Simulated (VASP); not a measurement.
Tl₃VSe₄ (space group I-43m): computed properties

The numbers are results of r2SCAN meta-GGA, VASP's PBE PAW potentials (set 64) (plane waves; VASP 6.6.1), not measurements.

```json
{
  "space_group": "I-43m (217)",
  "cell": "a = 7.8104 Å, b = 7.8104 Å, c = 7.8104 Å, α = 90.00°, β = 90.00°, γ = 90.00°",
  "volume_per_atom": "29.78 Å³/atom",
  "band gap (over mesh and band path)": "1.82 eV",
  "smallest direct gap (over mesh and band path)": "1.82 eV",
  "band_edge_character": "indirect, H to N",
  "density": "6.83 g/cm³"
}
```

```
Tl3VSe4
1.0
   -3.90521     3.90521     3.90521
    3.90521    -3.90521     3.90521
    3.90521     3.90521    -3.90521
V Tl Se
1 3 4
Cartesian
 -3.90521   3.90521   3.90521
  0.00000   0.00000   3.90521
  0.00000   3.90521   3.90521
  0.00000   3.90521   0.00000
  2.58711   2.58711   2.58711
 -1.31811   1.31811   1.31811
  1.31811   1.31811  -1.31811
  1.31811   6.49232   1.31811
```

Unless said otherwise, spin-orbit coupling is left out, though it shifts the bands of the heavy elements here.

The structure comes from a computed database's Tl3VSe4 entry (I-43m); how it stands against other phases isn't given here. It was relaxed first. Symmetry was kept, so distortions that lower it aren't found. The run is not spin-polarised, so no magnetic state was tried.
